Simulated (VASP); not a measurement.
Consider the following.

```yaml
crystal:
  lattice:
    - [1.95844, -3.39212, 0.00000]
    - [1.95844, 3.39212, 0.00000]
    - [0.00000, 0.00000, 5.12049]
  atoms:
    - { symbol: Ni, position: [0.00000, 0.00000, 0.50000] }
    - { symbol: Ni, position: [0.00000, 0.00000, 0.00000] }
    - { symbol: Sb, position: [0.33333, 0.66667, 0.25000] }
    - { symbol: Sb, position: [0.66667, 0.33333, 0.75000] }
```

The numbers are results of PBE GGA with D4 dispersion, VASP's PBE PAW potentials (set 64) (plane waves; VASP 6.6.1), not measurements. Numerical set-up: 520 eV cut-off, Gaussian smearing of 0.050 eV, potentials Ni Sb.

Task: Give the energies of bands 5 to 18 at the high-symmetry points, in eV from the Fermi level.

Result: 
| band | Γ | M | K | A | L | H |
|---|---|---|---|---|---|---|
| 5 | -3.98 | -3.56 | -4.47 | -3.20 | -3.32 | -5.16 |
| 6 | -3.21 | -3.26 | -3.24 | -3.20 | -3.32 | -5.16 |
| 7 | -2.62 | -3.23 | -3.24 | -2.87 | -2.89 | -2.81 |
| 8 | -2.62 | -3.21 | -2.73 | -2.87 | -2.89 | -2.81 |
| 9 | -2.16 | -2.92 | -2.08 | -2.14 | -2.02 | -2.11 |
| 10 | -2.16 | -2.20 | -2.03 | -2.14 | -2.02 | -2.11 |
| 11 | -1.38 | -2.13 | -2.03 | -2.14 | -1.96 | -2.05 |
| 12 | -1.38 | -1.90 | -1.65 | -2.14 | -1.96 | -2.05 |
| 13 | -0.06 | -1.63 | -1.41 | 0.27 | -1.85 | -1.45 |
| 14 | 0.60 | -1.44 | -1.41 | 0.27 | -1.85 | -1.45 |
| 15 | 0.60 | -1.37 | -0.63 | 2.10 | 0.18 | -1.32 |
| 16 | 2.51 | -0.36 | -0.63 | 2.10 | 0.18 | -1.32 |
| 17 | 2.51 | 1.12 | 0.66 | 2.10 | 1.71 | 4.28 |
| 18 | 3.17 | 3.44 | 0.66 | 2.10 | 1.71 | 4.28 |

It has no gap at this level: it comes out as a metal or semimetal.

The compound is NiSb in the NiAs type structure. It was relaxed first. The run is not spin-polarised, so no magnetic state was tried.
